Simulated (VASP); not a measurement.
Given:

```xyz
2
Lattice="0.0000 2.7291 2.7291 2.7291 0.0000 2.7291 2.7291 2.7291 0.0000" Properties=species:S:1:pos:R:3 pbc="T T T"
Li     0.0000     0.0000     0.0000
Br     2.7291     2.7291     2.7291
```

Computed with rev-vdW-DF2, VASP's PBE PAW potentials (set 64) (plane waves; VASP). Numerical set-up: 520 eV cut-off, Gaussian smearing of 0.050 eV, potentials Li_sv Br.

Give the energies of bands 3 to 8 at the high-symmetry points, in eV from the valence-band maximum.

| band | Γ | X | U | L | W |
|---|---|---|---|---|---|
| 3 | -0.01 | -3.00 | -2.60 | -2.99 | -2.24 |
| 4 | -0.01 | -1.19 | -1.93 | -0.28 | -2.24 |
| 5 | -0.01 | -1.19 | -0.90 | -0.28 | -1.19 |
| 6 | 5.02 | 6.27 | 6.64 | 5.61 | 8.09 |
| 7 | 10.49 | 7.06 | 8.78 | 8.07 | 8.57 |
| 8 | 10.49 | 11.80 | 10.34 | 8.07 | 9.51 |

The gap is indirect, 5.02 eV, from the valence maximum at K-Γ at 0.79 to the conduction minimum at Γ.

Measured: gap 7.60 eV (computed value off by -2.58 eV), as given by Abedi et al., (2022), arXiv:2211.14644.

The compound is LiBr in the rock salt structure. It was relaxed first.
